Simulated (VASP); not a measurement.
Data:

```
CELL_PARAMETERS angstrom
     -3.42191     3.42191     2.98690
      3.42191    -3.42191     2.98690
      3.42191     3.42191    -2.98690
ATOMIC_POSITIONS crystal
  Ba 0.00000 0.00000 0.00000
  P  0.27381 0.50000 0.77381
  P  0.72619 0.50000 0.22619
  P  0.50000 0.72619 0.22619
  P  0.50000 0.27381 0.77381
  Pd 0.75000 0.25000 0.50000
  Pd 0.25000 0.75000 0.50000
```

Computed with LDA (Ceperley-Alder, Perdew-Zunger), VASP's LDA PAW potentials (set 64) (plane waves; VASP). Settings: 300 eV cut-off, 6×6×6 Γ-centred mesh, Fermi-Dirac smearing of 0.14 eV, potentials Ba_sv P Pd.

Give the energies of bands 16 to 29 at the high-symmetry points, in eV from the Fermi level.

```tsv
band	Γ	X	M	Z	P	N
16	-4.04	-3.95	-3.79	-3.81	-4.08	-4.15
17	-3.61	-3.45	-3.79	-3.81	-3.56	-3.62
18	-3.11	-3.29	-3.64	-3.62	-3.56	-3.50
19	-2.97	-3.17	-3.44	-3.36	-3.21	-3.29
20	-2.38	-2.92	-3.25	-3.23	-3.21	-3.06
21	-2.36	-2.47	-1.59	-1.64	-2.98	-2.99
22	-2.36	-2.46	-1.52	-1.64	-1.97	-1.79
23	-2.25	-1.86	-1.52	-1.61	-1.65	-1.70
24	-2.25	-1.25	-0.48	-0.29	-1.06	-0.25
25	-1.46	0.13	-0.48	-0.29	0.07	-0.18
26	-0.53	0.67	1.39	1.38	0.07	-0.17
27	1.79	1.72	1.39	1.38	1.82	1.17
28	2.93	1.84	2.06	1.93	1.82	1.71
29	3.03	2.38	2.72	2.31	1.84	2.80
```

It has no gap at this level: it comes out as a metal or semimetal.

The structure comes from a computed database's BaPd2P4 entry (I4/mmm); how it stands against other phases isn't given here. The cell was not relaxed at this level.
